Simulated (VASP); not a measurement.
All values below come from optB88-vdW, VASP's PBE PAW potentials (set 64) (plane waves; VASP).

VASP input:

POSCAR:
```
Cd
1
    1.4900000000    -2.5807560000     0.0000000000
    1.4900000000     2.5807560000     0.0000000000
    0.0000000000     0.0000000000     5.6200000000
Cd
2
Direct
  0.3333330000   0.6666670000   0.2500000000
  0.6666670000   0.3333330000   0.7500000000
```

**KPOINTS**
```
Automatic mesh
0
Gamma
13 13 6
0 0 0
```

**INCAR**
```
! general
SYSTEM  =Cd
PREC    =Accurate
ENCUT   =520   ! plane-wave cut-off (eV)
LREAL   =F
LASPH   =T   ! aspherical one-centre terms

! electronic loop
EDIFF   =1E-6   ! SCF stop (eV)
NELM    =100   ! most electronic steps
ALGO    =Normal
LMAXMIX =4

! smearing
ISMEAR  =1   ! Methfessel-Paxton
SIGMA   =0.1

! functional
GGA     =BO
LUSE_VDW=T
AGGAC   =0.0
PARAM1  =0.1833333333
PARAM2  =0.22

! ions
IBRION  =2
NSW     =60   ! most ionic steps
ISIF    =3   ! ions, shape and volume
EDIFFG  =-0.01   ! ionic stop

! output
LWAVE   =F
LCHARG  =F
```

POTCAR, in this order: Cd (PBE.64 set). Program: vasp_std.

Output of the run:

File OUTCAR:
```
 ion  position               nearest neighbor table
   1  0.333  0.667  0.250-   2 3.29   2 3.29   2 3.29   2 3.29   2 3.29   2 3.29
   2  0.667  0.333  0.750-   1 3.29   1 3.29   1 3.29   1 3.29   1 3.29   1 3.29
  LATTYP: Found a hexagonal cell.
 ALAT       =     2.9800002570
 C/A-ratio  =     1.8859058776
 Subroutine PRICEL returns:
 Original cell was already a primitive cell.
 Subroutine GETGRP returns: Found 24 space group operations
The static configuration has the point symmetry D_3d.
 The point group associated with its full space group is D_6h.
The dynamic configuration has the point symmetry D_3d.
 Subroutine INISYM returns: Found 24 space group operations
 Subroutine IBZKPT returns following result:
 Found     84 irreducible k-points:

 Following reciprocal coordinates:
            Coordinates               Weight
  0.000000  0.000000  0.000000      1.000000
  0.076923 -0.000000  0.000000      6.000000
  0.153846  0.000000  0.000000      6.000000
  0.230769  0.000000  0.000000      6.000000
  0.307692  0.000000  0.000000      6.000000
  0.384615 -0.000000  0.000000      6.000000
  0.461538 -0.000000  0.000000      6.000000
  0.076923  0.076923  0.000000      6.000000
  0.153846  0.076923  0.000000     12.000000
  0.230769  0.076923  0.000000     12.000000
  0.307692  0.076923  0.000000     12.000000
  0.384615  0.076923  0.000000     12.000000
  0.461538  0.076923  0.000000      6.000000
  0.153846  0.153846  0.000000      6.000000
  0.230769  0.153846  0.000000     12.000000
  0.307692  0.153846  0.000000     12.000000
  0.384615  0.153846  0.000000     12.000000
  0.230769  0.230769  0.000000      6.000000
  0.307692  0.230769  0.000000     12.000000
  0.384615  0.230769  0.000000      6.000000
  0.307692  0.307692  0.000000      6.000000
  0.000000  0.000000  0.166667      2.000000
  0.076923 -0.000000  0.166667     12.000000
  0.153846  0.000000  0.166667     12.000000
  0.230769  0.000000  0.166667     12.000000
  0.307692  0.000000  0.166667     12.000000
  0.384615 -0.000000  0.166667     12.000000
  0.461538 -0.000000  0.166667     12.000000
  0.076923  0.076923  0.166667     12.000000
  0.153846  0.076923  0.166667     24.000000
  0.230769  0.076923  0.166667     24.000000
  0.307692  0.076923  0.166667     24.000000
  0.384615  0.076923  0.166667     24.000000
  0.461538  0.076923  0.166667     12.000000
  0.153846  0.153846  0.166667     12.000000
  0.230769  0.153846  0.166667     24.000000
  0.307692  0.153846  0.166667     24.000000
  0.384615  0.153846  0.166667     24.000000
  0.230769  0.230769  0.166667     12.000000
  0.307692  0.230769  0.166667     24.000000
   k-points           NKPTS =     84   k-points in BZ     NKDIM =     84   number of bands    NBANDS=     16
   number of dos      NEDOS =    301   number of ions     NIONS =      2
   total plane-waves  NPLWV =  24192
   dimension x,y,z NGX =    24 NGY =   24 NGZ =   42
   dimension x,y,z NGXF=    48 NGYF=   48 NGZF=   84
   ions per type =               2
   PREC   = accura    normal or accurate (medium, high low for compatibility)
   ISTART =      0    job   : 0-new  1-cont  2-samecut
   ICHARG =      2    charge: 1-file 2-atom 10-const
   ISPIN  =      1    spin polarized calculation?
   LNONCOLLINEAR =      F non collinear calculations
   LSORBIT =      F    spin-orbit coupling
   INIWAV =      1    electr: 0-lowe 1-rand  2-diag
   ENCUT  =  520.0 eV  38.22 Ry    6.18 a.u.   5.54  5.54 10.45*2*pi/ulx,y,z
   NELM   =    100;   NELMIN=  2; NELMDL= -5     # of ELM steps
   EDIFF  = 0.1E-05   stopping-criterion for ELM
   LREAL  =      F    real-space projection
...
```

### OSZICAR
```
       N       E                     dE             d eps       ncg     rms          rms(c)
DAV:   1     0.172505370694E+03    0.17251E+03   -0.13482E+04  2696   0.150E+03
DAV:   2     0.832414197841E+01   -0.16418E+03   -0.16093E+03  2736   0.372E+02
DAV:   3     0.494159854003E+01   -0.33825E+01   -0.33785E+01  3336   0.634E+01
DAV:   4     0.493728885262E+01   -0.43097E-02   -0.43096E-02  3136   0.198E+00
DAV:   5     0.493727665763E+01   -0.12195E-04   -0.12195E-04  3296   0.976E-02    0.440E+00
DAV:   6     0.503793786649E+01    0.10066E+00   -0.27376E-01  2880   0.672E+00    0.346E+00
DAV:   7     0.504635037969E+01    0.84125E-02   -0.29162E-02  3048   0.171E+00    0.157E+00
DAV:   8     0.504689098214E+01    0.54060E-03   -0.34969E-03  2952   0.846E-01    0.881E-02
DAV:   9     0.504684675550E+01   -0.44227E-04   -0.30802E-05  3448   0.650E-02    0.317E-02
DAV:  10     0.504680285607E+01   -0.43899E-04   -0.54023E-05  2928   0.715E-02    0.345E-03
DAV:  11     0.504680293817E+01    0.82101E-07   -0.52455E-08  2216   0.250E-03
   1 F= 0.50468029E+01 E0= 0.50470802E+01  d E =0.504680E+01
       N       E                     dE             d eps       ncg     rms          rms(c)
DAV:   1     0.434962633618E+01   -0.69718E+00   -0.14133E+01  2704   0.503E+01    0.683E+00
DAV:   2     0.497135829437E+01    0.62173E+00   -0.16647E+00  2768   0.175E+01    0.212E+00
DAV:   3     0.501767668632E+01    0.46318E-01   -0.84406E-02  2992   0.348E+00    0.181E+00
DAV:   4     0.502955301233E+01    0.11876E-01   -0.86884E-03  2848   0.789E-01    0.291E-01
DAV:   5     0.502973651478E+01    0.18350E-03   -0.60637E-04  3160   0.224E-01    0.649E-02
DAV:   6     0.502969696406E+01   -0.39551E-04   -0.75233E-05  3096   0.885E-02    0.225E-02
DAV:   7     0.502969802672E+01    0.10627E-05   -0.11257E-05  2976   0.433E-02    0.413E-03
DAV:   8     0.502969791200E+01   -0.11472E-06   -0.20915E-07  1504   0.373E-03
   2 F= 0.50296979E+01 E0= 0.50296789E+01  d E =-.171050E-01
       N       E                     dE             d eps       ncg     rms          rms(c)
DAV:   1     0.502819609010E+01   -0.15019E-02   -0.29651E-02  2688   0.225E+00    0.281E-01
DAV:   2     0.502954290837E+01    0.13468E-02   -0.38897E-03  2760   0.840E-01    0.831E-02
DAV:   3     0.502963386831E+01    0.90960E-04   -0.17896E-04  3016   0.153E-01    0.684E-02
DAV:   4     0.502966109737E+01    0.27229E-04   -0.19567E-05  2856   0.350E-02    0.498E-03
DAV:   5     0.502966135844E+01    0.26107E-06   -0.73698E-07  1776   0.980E-03
   3 F= 0.50296614E+01 E0= 0.50296408E+01  d E =-.171416E-01
       N       E                     dE             d eps       ncg     rms          rms(c)
DAV:   1     0.502395173438E+01   -0.57094E-02   -0.11808E-01  2688   0.448E+00    0.564E-01
DAV:   2     0.502933173028E+01    0.53800E-02   -0.15440E-02  2712   0.167E+00    0.168E-01
DAV:   3     0.502968966519E+01    0.35793E-03   -0.71491E-04  2960   0.305E-01    0.138E-01
DAV:   4     0.502978605458E+01    0.96389E-04   -0.77867E-05  2800   0.697E-02    0.104E-02
DAV:   5     0.502978662643E+01    0.57184E-06   -0.30326E-06  2456   0.196E-02
   4 F= 0.50297866E+01 E0= 0.50297676E+01  d E =-.170163E-01
       N       E                     dE             d eps       ncg     rms          rms(c)
DAV:   1     0.502616161182E+01   -0.36244E-02   -0.70921E-02  2688   0.346E+00    0.431E-01
DAV:   2     0.502942825350E+01    0.32666E-02   -0.94319E-03  2696   0.131E+00    0.125E-01
DAV:   3     0.502962854761E+01    0.20029E-03   -0.42768E-04  2976   0.234E-01    0.102E-01
DAV:   4     0.502966740130E+01    0.38854E-04   -0.46922E-05  2776   0.542E-02    0.721E-03
DAV:   5     0.502966705625E+01   -0.34506E-06   -0.17172E-06  2272   0.153E-02
   5 F= 0.50296671E+01 E0= 0.50296462E+01  d E =-.171359E-01
       N       E                     dE             d eps       ncg     rms          rms(c)
DAV:   1     0.502672265641E+01   -0.29447E-02   -0.74170E-02  2784   0.311E+00    0.364E-01
DAV:   2     0.502919479440E+01    0.24721E-02   -0.63686E-03  2800   0.107E+00    0.123E-01
DAV:   3     0.502947484292E+01    0.28005E-03   -0.38284E-04  2912   0.209E-01    0.914E-02
DAV:   4     0.502955178748E+01    0.76945E-04   -0.11876E-04  2992   0.105E-01    0.129E-02
DAV:   5     0.502955064366E+01   -0.11438E-05   -0.11396E-05  3056   0.417E-02    0.709E-03
DAV:   6     0.502955052826E+01   -0.11539E-06   -0.36120E-07  1368   0.741E-03
   6 F= 0.50295505E+01 E0= 0.50295715E+01  d E =-.116528E-03
```

File OUTCAR:
```
------------------------ aborting loop because EDIFF is reached ----------------------------------------
  FORCE on cell =-STRESS in cart. coord.  units (eV):
  Direction    XX          YY          ZZ          XY          YZ          ZX
  --------------------------------------------------------------------------------------
  Total        0.0150920      0.0150920     -0.0116256      0.0000000      0.0000000      0.0000000
  in kB        0.5334044      0.5334045     -0.4108887      0.0000000      0.0000000      0.0000000
  external PRESSURE =       0.2186401 kB  Pullay stress =       0.0000000 kB
  volume of cell :       45.33
      direct lattice vectors                 reciprocal lattice vectors
     1.519247574 -2.631414302  0.000000000     0.329110284 -0.190011888 -0.000000000
     1.519247574  2.631414302  0.000000000     0.329110284  0.190011888  0.000000000
     0.000000000 -0.000000000  5.669615415    -0.000000000  0.000000000  0.176378806
 POSITION                                       TOTAL-FORCE (eV/Angst)
 -----------------------------------------------------------------------------------
      1.51925      0.87714      1.41740         0.000000      0.000000      0.000000
      1.51925     -0.87714      4.25221        -0.000000     -0.000000     -0.000000
 -----------------------------------------------------------------------------------
    total drift:                               -0.000000      0.000208      0.000001
  FREE ENERGIE OF THE ION-ELECTRON SYSTEM (eV)
  ---------------------------------------------------
  free  energy   TOTEN  =         5.0295505283 eV

  energy  without entropy=        5.0296133174  energy(sigma->0) =        5.02957146

 reached required accuracy - stopping structural energy minimisation
```
(Selected blocks of OUTCAR.)

File CONTCAR:
```
Cd
   1.00000000000000
     1.5192475744566312   -2.6314143024264154    0.0000000000000000
     1.5192475744566312    2.6314143024264154    0.0000000000000000
     0.0000000000000000   -0.0000000000000000    5.6696154146651381
  Cd
     2
Direct
     0.3333330000000032    0.6666669999999968    0.2500000000000000
     0.6666669999999968    0.3333330000000032    0.7500000000000000
```

Energy and stress use the plane-wave basis of the starting cell.

The compound is Cd in the hcp structure. This run relaxes it. Symmetry was kept, so distortions that lower it aren't found.
